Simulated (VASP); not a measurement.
MgZr2O3:

```xyz
6
Lattice="3.1543 0.0000 0.0000 -1.5771 2.7317 0.0000 0.0000 0.0000 8.0518" Properties=species:S:1:pos:R:3 pbc="T T T"
Mg    0.0000    0.0000    4.0259
Zr    0.0000    1.8211    1.3261
Zr    1.5771    0.9106    6.7257
O     0.0000    1.8211    5.3544
O     1.5771    0.9106    2.6974
O     0.0000    0.0000    0.0000
```

The cell was built by a generator and needn't be a form met in nature.

```yaml
Program: VASP 6.6.1
Task: relaxation of cell and atoms
Functional: PBE
Potentials_or_basis: VASP PAW PBE potentials, release 64 (Mg, Zr_sv, O)
Cutoff: 520 eV
k_mesh: 5 × 5 × 2
Occupations: gaussian, width 0.15 eV
Spin: no spin polarisation
```

At the start: pressure 2.7 GPa; volume 11.56 Å³/atom.

Where does the relaxation end?

Over 11 steps the energy falls by 137.0 meV/atom and the volume is 11.32 Å³/atom (-2.1 %); space group P-3m1 (No. 164, to 0.05 Å).

Step by step:
| step | energy change (eV) | largest force (eV/Å) | pressure (GPa) | volume (Å³) |
| --- | --- | --- | --- | --- |
| 1 | 0.0000 | 2.2709 | 2.68 | 69.38 |
| 2 | -0.3818 | 1.2160 | -4.85 | 71.31 |
| 3 | -0.3824 | 1.2932 | -5.14 | 71.38 |
| 4 | -0.6422 | 1.6503 | 0.25 | 68.40 |
| 5 | -0.6733 | 1.7615 | 4.70 | 66.59 |
| 6 | -0.7763 | 0.6994 | 3.26 | 66.61 |
| 7 | -0.7779 | 0.7170 | 3.34 | 66.61 |
| 8 | -0.8198 | 0.2102 | -0.22 | 67.93 |
| 9 | -0.8203 | 0.1358 | -0.59 | 68.15 |
| 10 | -0.8203 | 0.1229 | -0.65 | 68.18 |
| 11 | -0.8218 | 0.0341 | -0.35 | 67.94 |

Final structure:
```cif
data_structure
_symmetry_space_group_name_H-M 'P 1'
_symmetry_Int_Tables_number 1
_cell_length_a 3.0197
_cell_length_b 3.0197
_cell_length_c 8.6037
_cell_angle_alpha 90.000
_cell_angle_beta 90.000
_cell_angle_gamma 120.000
_cell_volume 67.94
loop_
_atom_site_label
_atom_site_type_symbol
_atom_site_fract_x
_atom_site_fract_y
_atom_site_fract_z
_atom_site_occupancy
Mg1 Mg 0.00000 0.00000 0.50000 1
Zr1 Zr 0.33333 0.66667 0.17677 1
Zr2 Zr 0.66667 0.33333 0.82323 1
O1 O 0.33333 0.66667 0.63714 1
O2 O 0.66667 0.33333 0.36286 1
O3 O 0.00000 0.00000 0.00000 1
```

Caveat: the k mesh is coarse (spacing up to 0.46 Å⁻¹), so the values aren't converged.
